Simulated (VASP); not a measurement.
Output of a VASP run:

**OUTCAR**
```
 ion  position               nearest neighbor table
   1  0.000  0.284  0.667-   2 2.89   3 2.89   2 3.33   2 3.33   3 3.33   3 3.33
   2  0.716  0.716  0.000-   3 2.89   1 2.89   1 3.33   3 3.33   3 3.33   1 3.33
   3  0.284  0.000  0.333-   2 2.89   1 2.89   2 3.33   2 3.33   1 3.33   1 3.33
  LATTYP: Found a hexagonal cell.
 ALAT       =     4.2857064744
 C/A-ratio  =     1.3869750096
 Subroutine PRICEL returns:
 Original cell was already a primitive cell.
 Subroutine GETGRP returns: Found  6 space group operations
The static configuration has the point symmetry C_2 .
 The point group associated with its full space group is D_3 .
The dynamic configuration has the point symmetry C_2 .
 Subroutine INISYM returns: Found  6 space group operations
 Subroutine IBZKPT returns following result:
 Found     40 irreducible k-points:

 Following reciprocal coordinates:
            Coordinates               Weight
  0.000000  0.000000  0.000000      1.000000
  0.125000  0.000000  0.000000      6.000000
  0.250000  0.000000  0.000000      6.000000
  0.375000 -0.000000  0.000000      6.000000
  0.500000  0.000000  0.000000      3.000000
  0.125000  0.125000  0.000000      6.000000
  0.250000  0.125000  0.000000     12.000000
  0.375000  0.125000  0.000000     12.000000
  0.250000  0.250000  0.000000      6.000000
  0.375000  0.250000  0.000000      6.000000
  0.000000  0.000000  0.200000      2.000000
  0.125000  0.000000  0.200000      6.000000
  0.000000  0.125000  0.200000      6.000000
  0.250000  0.000000  0.200000      6.000000
  0.000000  0.250000  0.200000      6.000000
  0.375000 -0.000000  0.200000      6.000000
 -0.000000  0.375000  0.200000      6.000000
  0.500000  0.000000  0.200000      6.000000
  0.125000  0.125000  0.200000     12.000000
  0.250000  0.125000  0.200000     12.000000
 -0.125000  0.375000  0.200000     12.000000
  0.375000  0.125000  0.200000     12.000000
 -0.125000  0.500000  0.200000     12.000000
  0.250000  0.250000  0.200000     12.000000
  0.375000  0.250000  0.200000     12.000000
  0.000000  0.000000  0.400000      2.000000
  0.125000  0.000000  0.400000      6.000000
  0.000000  0.125000  0.400000      6.000000
  0.250000  0.000000  0.400000      6.000000
  0.000000  0.250000  0.400000      6.000000
  0.375000 -0.000000  0.400000      6.000000
 -0.000000  0.375000  0.400000      6.000000
  0.500000  0.000000  0.400000      6.000000
  0.125000  0.125000  0.400000     12.000000
  0.250000  0.125000  0.400000     12.000000
 -0.125000  0.375000  0.400000     12.000000
  0.375000  0.125000  0.400000     12.000000
 -0.125000  0.500000  0.400000     12.000000
  0.250000  0.250000  0.400000     12.000000
  0.375000  0.250000  0.400000     12.000000
   k-points           NKPTS =     40   k-points in BZ     NKDIM =     40   number of bands    NBANDS=     13
   number of dos      NEDOS =    301   number of ions     NIONS =      3
   total plane-waves  NPLWV =  49152
   dimension x,y,z NGX =    32 NGY =   32 NGZ =   48
   dimension x,y,z NGXF=    64 NGYF=   64 NGZF=   96
   ions per type =               3
   PREC   = accura    normal or accurate (medium, high low for compatibility)
   ISTART =      0    job   : 0-new  1-cont  2-samecut
   ICHARG =      2    charge: 1-file 2-atom 10-const
   ISPIN  =      1    spin polarized calculation?
   LNONCOLLINEAR =      F non collinear calculations
   LSORBIT =      F    spin-orbit coupling
   INIWAV =      1    electr: 0-lowe 1-rand  2-diag
   ENCUT  =  500.0 eV  36.75 Ry    6.06 a.u.   7.81  7.81 10.84*2*pi/ulx,y,z
   NELM   =    100;   NELMIN=  2; NELMDL= -5     # of ELM steps
   EDIFF  = 0.1E-05   stopping-criterion for ELM
   LREAL  =      F    real-space projection
   NLSPLINE    = F    spline interpolate recip. space projectors
   LMAXMIX     =    4 max onsite mixed and CHGCAR
   VOSKOWN=      0    Vosko Wilk Nusair interpolation
   EDIFFG = -.2E-01   stopping-criterion for IOM
...
```

OSZICAR:
```
       N       E                     dE             d eps       ncg     rms          rms(c)
DAV:   1     0.760419362219E+02    0.76042E+02   -0.64201E+03  1040   0.108E+03
DAV:   2    -0.604812300066E+01   -0.82090E+02   -0.78815E+02  1436   0.156E+02
DAV:   3    -0.113513983459E+02   -0.53033E+01   -0.52496E+01  1340   0.455E+01
DAV:   4    -0.114462486239E+02   -0.94850E-01   -0.94741E-01  1198   0.731E+00
DAV:   5    -0.114477542902E+02   -0.15057E-02   -0.15056E-02  1283   0.890E-01    0.134E+01
DAV:   6    -0.114218958729E+02    0.25858E-01   -0.14744E-02  1085   0.790E-01    0.834E+00
DAV:   7    -0.114120509658E+02    0.98449E-02   -0.29827E-02  1095   0.109E+00    0.286E-01
DAV:   8    -0.114115244730E+02    0.52649E-03   -0.47890E-03  1050   0.454E-01    0.139E-01
DAV:   9    -0.114115387072E+02   -0.14234E-04   -0.14277E-04  1283   0.941E-02    0.742E-02
DAV:  10    -0.114115333387E+02    0.53685E-05   -0.12718E-05  1145   0.250E-02    0.774E-03
DAV:  11    -0.114115327962E+02    0.54251E-06   -0.21086E-06   610   0.102E-02
   1 F= -.11411533E+02 E0= -.11411654E+02  d E =-.114115E+02
       N       E                     dE             d eps       ncg     rms          rms(c)
DAV:   1    -0.114119669255E+02   -0.43359E-03   -0.10249E-02  1040   0.580E-01    0.625E-02
DAV:   2    -0.114119164350E+02    0.50490E-04   -0.46006E-04  1160   0.137E-01    0.387E-02
DAV:   3    -0.114118800596E+02    0.36375E-04   -0.40214E-05  1130   0.356E-02    0.173E-02
DAV:   4    -0.114118690127E+02    0.11047E-04   -0.26152E-05  1095   0.250E-02    0.318E-02
DAV:   5    -0.114118688429E+02    0.16982E-06   -0.71497E-07   540   0.649E-03
   2 F= -.11411869E+02 E0= -.11411990E+02  d E =-.336047E-03
       N       E                     dE             d eps       ncg     rms          rms(c)
DAV:   1    -0.114131711944E+02   -0.13022E-02   -0.92364E-02  1040   0.175E+00    0.188E-01
DAV:   2    -0.114127105559E+02    0.46064E-03   -0.40970E-03  1165   0.409E-01    0.115E-01
DAV:   3    -0.114123806471E+02    0.32991E-03   -0.37070E-04  1135   0.108E-01    0.522E-02
DAV:   4    -0.114122853371E+02    0.95310E-04   -0.22717E-04  1080   0.737E-02    0.962E-02
DAV:   5    -0.114122844498E+02    0.88732E-06   -0.78751E-06  1304   0.192E-02
   3 F= -.11412284E+02 E0= -.11412406E+02  d E =-.751654E-03
       N       E                     dE             d eps       ncg     rms          rms(c)
DAV:   1    -0.114124289880E+02   -0.14365E-03   -0.27516E-03  1045   0.311E-01    0.403E-02
DAV:   2    -0.114124396797E+02   -0.10692E-04   -0.13137E-04  1220   0.739E-02    0.120E-02
DAV:   3    -0.114124389698E+02    0.70988E-06   -0.17504E-06   884   0.107E-02
   4 F= -.11412439E+02 E0= -.11412561E+02  d E =-.154520E-03
       N       E                     dE             d eps       ncg     rms          rms(c)
DAV:   1    -0.114125885658E+02   -0.14889E-03   -0.24586E-02  1045   0.928E-01    0.111E-01
DAV:   2    -0.114126824478E+02   -0.93882E-04   -0.11532E-03  1225   0.219E-01    0.407E-02
DAV:   3    -0.114126774247E+02    0.50230E-05   -0.15846E-05  1110   0.313E-02    0.219E-02
DAV:   4    -0.114126744373E+02    0.29874E-05   -0.57586E-06  1100   0.127E-02    0.100E-02
DAV:   5    -0.114126744248E+02    0.12566E-07   -0.18736E-07   525   0.332E-03
   5 F= -.11412674E+02 E0= -.11412797E+02  d E =-.389975E-03
```

OUTCAR:
```
------------------------ aborting loop because EDIFF is reached ----------------------------------------
  FORCE on cell =-STRESS in cart. coord.  units (eV):
  Direction    XX          YY          ZZ          XY          YZ          ZX
  --------------------------------------------------------------------------------------
  Total        0.0055583      0.0055583      0.0414682      0.0000000      0.0000000     -0.0000000
  in kB        0.0947605      0.0947604      0.7069706      0.0000000      0.0000000     -0.0000000
  external PRESSURE =       0.2988305 kB  Pullay stress =       0.0000000 kB
  volume of cell :       93.98
      direct lattice vectors                 reciprocal lattice vectors
     2.138960720 -3.704788378  0.000000000     0.233758383 -0.134960475  0.000000000
     2.138960720  3.704788378 -0.000000000     0.233758383  0.134960475  0.000000000
    -0.000000000  0.000000000  5.929644527     0.000000000  0.000000000  0.168644173
 POSITION                                       TOTAL-FORCE (eV/Angst)
 -----------------------------------------------------------------------------------
      0.61425      1.06391      3.95310         0.001752      0.003034     -0.000000
      3.04942      0.00000     -0.00000        -0.003504      0.000000     -0.000000
      0.61425     -1.06391      1.97655         0.001752     -0.003034      0.000000
 -----------------------------------------------------------------------------------
    total drift:                               -0.000201     -0.000410      0.000017
  FREE ENERGIE OF THE ION-ELECTRON SYSTEM (eV)
  ---------------------------------------------------
  free  energy   TOTEN  =       -11.4126744248 eV

  energy  without entropy=      -11.4130434873  energy(sigma->0) =      -11.41279745

 reached required accuracy - stopping structural energy minimisation
```
(Selected blocks of OUTCAR.)

POSCAR:
```
Te
1
    2.1428533525    -3.7115306134     0.0000000000
    2.1428533525     3.7115306134     0.0000000000
    0.0000000000     0.0000000000     5.9441677786
Te
3
Direct
  0.0000000000   0.2837974649   0.6666670000
  0.7162025351   0.7162025351   1.0000000000
  0.2837974649   0.0000000000   0.3333330000
```

### Question
Reconstruct the remaining input files.

### Answer
Several could match; the one computed here: the input of the run itself, LDA (Ceperley-Alder, Perdew-Zunger), plane waves, VASP's LDA PAW potentials (set 64).

### INCAR
```
SYSTEM = Te
PREC = Accurate
ENCUT = 500
EDIFF = 1E-6
NELM = 100
ALGO = Normal
LREAL = .FALSE.
LASPH = .TRUE.
ISMEAR = 1
SIGMA = 0.1
LMAXMIX = 4
LWAVE = .FALSE.
LCHARG = .FALSE.
IBRION = 2
ISIF = 3
NSW = 40
EDIFFG = -0.02
```

### KPOINTS
```
Automatic mesh
0
Gamma
8 8 5
0 0 0
```

POTCAR, in this order: Te (LDA.64 set). Program: vasp_std.

The compound is Te in the trig structure. This run relaxes it. Symmetry was kept, so distortions that lower it aren't found.
